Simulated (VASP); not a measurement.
VASP ran on this input.

KPOINTS:
```
Automatic mesh
0
Gamma
12 12 12
0 0 0
```

**INCAR**
```
SYSTEM = Al
PREC = Accurate
ENCUT = 400
EDIFF = 1E-6
NELM = 100
ALGO = Normal
LREAL = .FALSE.
LASPH = .TRUE.
ISMEAR = 1
SIGMA = 0.1
GGA = PE
LWAVE = .FALSE.
LCHARG = .FALSE.
ISIF = 2
ICHARG = 11
```

**POSCAR**
```
Al
1
    0.0000000000     2.0250000000     2.0250000000
    2.0250000000     0.0000000000     2.0250000000
    2.0250000000     2.0250000000     0.0000000000
Al
1
Direct
  0.0000000000   0.0000000000   0.0000000000
```

POTCAR, in this order: Al (PBE.64 set). Program: vasp_std.

Output

**standard output**
```
 POSCAR found type information on POSCAR Al
 POSCAR found :  1 types and       1 ions
 Reading from existing POTCAR
 Reading from existing POTCAR
 LDA part: xc-table for (Slater+PW92), standard interpolation
 WARNING: stress and forces are not correct
 POSCAR, INCAR and KPOINTS ok, starting setup
 WAVECAR not read
 WARNING: CHGCAR is incomplete

 -----------------------------------------------------------------------------
|                                                                             |
|     EEEEEEE  RRRRRR   RRRRRR   OOOOOOO  RRRRRR      ###     ###     ###     |
|     E        R     R  R     R  O     O  R     R     ###     ###     ###     |
|     E        R     R  R     R  O     O  R     R     ###     ###     ###     |
|     EEEEE    RRRRRR   RRRRRR   O     O  RRRRRR       #       #       #      |
|     E        R   R    R   R    O     O  R   R                               |
|     E        R    R   R    R   O     O  R    R      ###     ###     ###     |
|     EEEEEEE  R     R  R     R  OOOOOOO  R     R     ###     ###     ###     |
|                                                                             |
|     ICHARG>10                                                               |
|                                                                             |
|       ---->  I REFUSE TO CONTINUE WITH THIS SICK JOB ... BYE!!! <----       |
|                                                                             |
 -----------------------------------------------------------------------------
```

### Question
Read the log: what went wrong, and how is it fixed?

### Answer
The cause: ICHARG = 11 asks for a fixed density, but there is no CHGCAR. VASP stops with an error: ERROR: charge density could not be read from file CHGCAR for ICHARG>10 ----> I REFUSE TO CONTINUE WITH THIS SICK JOB ... BYE!!! <---- To mend it, run self-consistently first and keep its CHGCAR, or remove ICHARG. The plain static run on this cell (PBE GGA, plane waves, VASP's PBE PAW potentials (set 64)) converges, and its OSZICAR ends with
```
   1 F= -.37531730E+01 E0= -.37534303E+01  d E =0.771969E-03
```

The compound is Al in the fcc structure. The cell was not relaxed at this level.
